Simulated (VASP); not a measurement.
Output of a VASP run:

File OSZICAR:
```
       N       E                     dE             d eps       ncg     rms          rms(c)
DAV:   1     0.335331543628E+02    0.33533E+02   -0.50002E+03  2032   0.890E+02
DAV:   2    -0.384170874175E+01   -0.37375E+02   -0.35800E+02  1913   0.183E+02
DAV:   3    -0.411288443548E+01   -0.27118E+00   -0.27113E+00  2176   0.185E+01
DAV:   4    -0.411347957427E+01   -0.59514E-03   -0.59513E-03  2129   0.814E-01
DAV:   5    -0.411348345400E+01   -0.38797E-05   -0.38799E-05  2071   0.587E-02    0.653E+00
DAV:   6    -0.380099926799E+01    0.31248E+00   -0.14502E+00  1904   0.130E+01    0.397E+00
DAV:   7    -0.378714297251E+01    0.13856E-01   -0.13207E-02  1995   0.117E+00    0.215E+00
DAV:   8    -0.378199518239E+01    0.51478E-02   -0.95143E-04  1914   0.323E-01    0.775E-02
DAV:   9    -0.378200748292E+01   -0.12301E-04   -0.85004E-06  2202   0.245E-02    0.913E-03
DAV:  10    -0.378200769574E+01   -0.21282E-06   -0.19429E-06  2049   0.132E-02    0.451E-03
DAV:  11    -0.378200768107E+01    0.14665E-07   -0.50720E-08  2055   0.229E-03    0.541E-04
DAV:  12    -0.378200768204E+01   -0.97248E-09   -0.11128E-09  1032   0.387E-04
   1 F= -.37820077E+01 E0= -.37820601E+01  d E =-.378201E+01
```

File OUTCAR:
```
------------------------ aborting loop because EDIFF is reached ----------------------------------------
  FORCE on cell =-STRESS in cart. coord.  units (eV):
  Direction    XX          YY          ZZ          XY          YZ          ZX
  --------------------------------------------------------------------------------------
  Total       -0.0017212     -0.0017212     -0.0017212      0.0000000      0.0000000     -0.0000000
  in kB       -0.1725655     -0.1725655     -0.1725655      0.0000000      0.0000000     -0.0000000
  external PRESSURE =      -0.1725655 kB  Pullay stress =       0.0000000 kB
  volume of cell :       15.98
      direct lattice vectors                 reciprocal lattice vectors
     0.000000000  1.999193239  1.999193239    -0.250100886  0.250100886  0.250100886
     1.999193239  0.000000000  1.999193239     0.250100886 -0.250100886  0.250100886
     1.999193239  1.999193239  0.000000000     0.250100886  0.250100886 -0.250100886
 POSITION                                       TOTAL-FORCE (eV/Angst)
 -----------------------------------------------------------------------------------
      0.00000      0.00000      0.00000         0.000000      0.000000      0.000000
 -----------------------------------------------------------------------------------
    total drift:                                0.000000     -0.000000      0.000000
  FREE ENERGIE OF THE ION-ELECTRON SYSTEM (eV)
  ---------------------------------------------------
  free  energy   TOTEN  =        -3.7820076820 eV

  energy  without entropy=       -3.7821649450  energy(sigma->0) =       -3.78206010

 reached required accuracy - stopping structural energy minimisation
```
(Selected blocks of OUTCAR.)

POSCAR:
```
Ag
1
    0.0000000000     1.9991932390     1.9991932390
    1.9991932390    -0.0000000000     1.9991932390
    1.9991932390     1.9991932390     0.0000000000
Ag
1
Direct
  0.0000000000   0.0000000000   0.0000000000
```

Q: Write an INCAR and KPOINTS that could have produced this output.

A: One answer among several that fit: the input of the run itself, LDA (Ceperley-Alder, Perdew-Zunger), plane waves, VASP's LDA PAW potentials (set 64).

**INCAR**
```
ALGO = Normal
EDIFF = 1E-8
EDIFFG = -0.001
ENCUT = 400
IBRION = 1
ISIF = 2
ISMEAR = 1
LASPH = .True.
LCHARG = .False.
LMAXMIX = 4
LREAL = .False.
LWAVE = .False.
NELM = 100
NSW = 30
PREC = Accurate
SIGMA = 0.1
SYSTEM = Ag
```

File KPOINTS:
```
kpoints
0
Gamma
 14 14 14
```

POTCAR, in this order: Ag (LDA.64 set). Program: vasp_std.

The compound is Ag in the fcc structure. It was relaxed first, which changed the volume by -7 %. The start is the result of an earlier pass.
